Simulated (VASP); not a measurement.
## W: relaxation of cell and atoms with r2SCAN+rVV10

The system is W.

```
CELL_PARAMETERS angstrom
-1.58362 1.58362 1.58362
1.58362 -1.58362 1.58362
1.58362 1.58362 -1.58362
ATOMIC_POSITIONS crystal
W 0.00000 0.00000 0.00000
```

```yaml
Program: VASP 6.6.1
Task: relaxation of cell and atoms
Functional: r2SCAN
Dispersion: rVV10
Potentials_or_basis: VASP PAW PBE potentials, release 64 (W_sv)
Cutoff: 520 eV
k_mesh: 18 × 18 × 18
Occupations: gaussian, width 0.1 eV
Spin: no spin polarisation
Further_INCAR_settings: ALGO = Normal; EDIFF = 1e-07; IBRION = 2; EDIFFG = -0.002; NSW = 80; ISIF = 3
```

```
Pressure after relaxing : 0.0 GPa
Band gap on the k mesh  : none (metal or under the smearing width)
```

Final structure:
```
W
1.0
    -1.58362    1.58362    1.58362
     1.58362   -1.58362    1.58362
     1.58362    1.58362   -1.58362
W
1
Direct
  0.00000 0.00000 0.00000
```

Levels at points of the mesh, in eV from the Fermi level:
```tsv
k point	band 3	band 4	band 5	band 6	band 7	band 8	band 9	band 10	band 11
(0.00, 0.00, 0.00)	-38.95	-38.95	-10.13	-1.27	-1.27	-1.27	2.57	2.57	15.25
(0.50, 0.00, 0.00)	-39.39	-38.96	-6.55	-3.73	0.51	2.41	3.46	6.34	11.64
(0.50, 0.50, 0.50)	-39.90	-39.90	-6.00	-6.00	5.34	5.34	5.34	8.52	8.52
```

It took 110 s on 1 thread of Intel(R) Xeon(R) 6975P-C (Granite Rapids) (shared host), peak memory 0.21 GiB.

Caveat: the relaxation stopped at its first step, so nothing moved; the PAW data sets were made with another functional, which shifts forces and pressure a little. Spin-orbit coupling is left out, which matters for the levels of W.
